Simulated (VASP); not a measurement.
An input for Ansatz (written as the equivalent of a VASP run, and not itself run):

Ansatz 0.2 input:
```yaml
crystal:
  lattice:
    - [0.0000000, 2.0060783, 2.0060783]
    - [2.0060783, 0.0000000, 2.0060783]
    - [2.0060783, 2.0060783, 0.0000000]
  atoms:
    - { symbol: Si, position: [0.0000000, 0.0000000, 0.0000000] }
    - { symbol: C, position: [0.5000000, 0.5000000, 0.5000000] }
kpoints:
  mp_grid: { grid: [16, 16, 16] }
hamiltonian:
  xc: pbesol
  pseudopotentials: { kind: paw }
scf:
  occupations: { method: methfessel_paxton, width: 0.1 }
  max_iter: 100
relax:
  max_steps: 40
  f_tol: 0.02
  cell: { p_target: 5 }
output: { forces: true, stress: true, eigenvalues: true }
```

### Question
Write the VASP files for the same calculation (PBEsol).

### Answer
One answer among several that fit: 
### POSCAR
```
SiC
1
   -0.0000000000     2.0060783074     2.0060783074
    2.0060783074    -0.0000000000     2.0060783074
    2.0060783074     2.0060783074     0.0000000000
Si C
1 1
Direct
  0.0000000000   0.0000000000   0.0000000000
  0.5000000000   0.5000000000   0.5000000000
```

KPOINTS:
```
Automatic mesh
0
Gamma
16 16 16
0 0 0
```

### INCAR
```
ALGO=Normal
EDIFF=1E-6
EDIFFG=-0.02
ENCUT=620
GGA=PS
IBRION=2
ISIF=3
ISMEAR=1
LASPH=.True.
LCHARG=.False.
LREAL=.False.
LWAVE=.False.
NELM=100
NSW=40
PREC=Accurate
PSTRESS=50
SIGMA=0.1
SYSTEM=SiC
```

POTCAR, in this order: Si C (PBE.64 set). Program: vasp_std.

The two are equivalent in intent, not identical: each code has its own PAW files, so the cut-off isn't converted (ENCUT is set for VASP's; basis.ecutwfc is left out, and Ansatz then takes the one that its files recommend); Ansatz stops its SCF on the density residual and VASP on the energy change (EDIFF).

The structure was generated: SiC was put into the rock salt type (Fm-3m), which need not be its known phase. This run relaxes it under an external pressure of 5 GPa. Symmetry was kept, so distortions that lower it aren't found.
